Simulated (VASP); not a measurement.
A cell of Al3Sc (L1_2) near equilibrium:

```yaml
crystal:
  lattice:
    - [4.08460, 0.00000, 0.00000]
    - [0.00000, 4.08460, 0.00000]
    - [0.00000, 0.00000, 4.08460]
  atoms:
    - { symbol: Sc, position: [0.00000, 0.00000, 0.00000] }
    - { symbol: Al, position: [0.00000, 0.50000, 0.50000] }
    - { symbol: Al, position: [0.50000, 0.00000, 0.50000] }
    - { symbol: Al, position: [0.50000, 0.50000, 0.00000] }
```

All values below come from r2SCAN meta-GGA, VASP's PBE PAW potentials (set 64) (plane waves; VASP 6.6.1).

| run | ΔE (meV/atom) | σxx | σyy | σzz | largest shear component, with its sign (GPa) | largest force (eV/Å) |
|---|---|---|---|---|---|---|
| as it is | 0.0 | 0.06 | 0.06 | 0.06 | 0.00 | 0.000 |
| after one change | 29.9 | 0.65 | 0.65 | 0.66 | 0.00 | 1.595 |
Stress is in GPa, positive when the cell is compressed.

What was changed between the two runs?
(A) isotropic strain of +3.0 %
(B) atom 1 (Sc) moved by 0.150 Å along z
(C) biaxial strain of -2.0 % in the xy plane
(D) atom 2 (Al) moved by -0.025 Å along y

B, atom 1 (Sc) moved by 0.150 Å along z

The compound is Al3Sc in the L1_2 structure.
